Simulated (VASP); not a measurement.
Data:

```
AuZn
1.0
    3.10090     0.00000     0.00000
    0.00000     3.10090     0.00000
    0.00000     0.00000     3.10090
Zn Au
1 1
Direct
  0.50000   0.50000   0.50000
  0.00000   0.00000   0.00000
```

Calculation: LDA (Ceperley-Alder, Perdew-Zunger), VASP's LDA PAW potentials (set 64) (plane waves; VASP 6.6.1). Run with 520 eV cut-off, 12×12×12 Γ-centred mesh, first-order Methfessel-Paxton smearing of 0.10 eV, potentials Zn Au.

Give the energy at these volumes per atom, relative to the lowest: 14.00, 14.45, 14.90, 15.35, 15.79 Å³.

30.8, 7.4, 0.0, 6.0, 22.9 meV/atom. A third-order Birch-Murnaghan fit gives B0 = 158 GPa and B0′ = 5.4.

Measured: bulk modulus 131 GPa (computed value off by +20.7 %), as given by Niraj K. Nepal et al., Physical Review B (2020), arXiv:2007.11150. The calculation is for a static lattice, while the measured bulk modulus holds thermal and zero-point effects, which are part of the difference.

The compound is AuZn in the CsCl type structure. It was relaxed first.
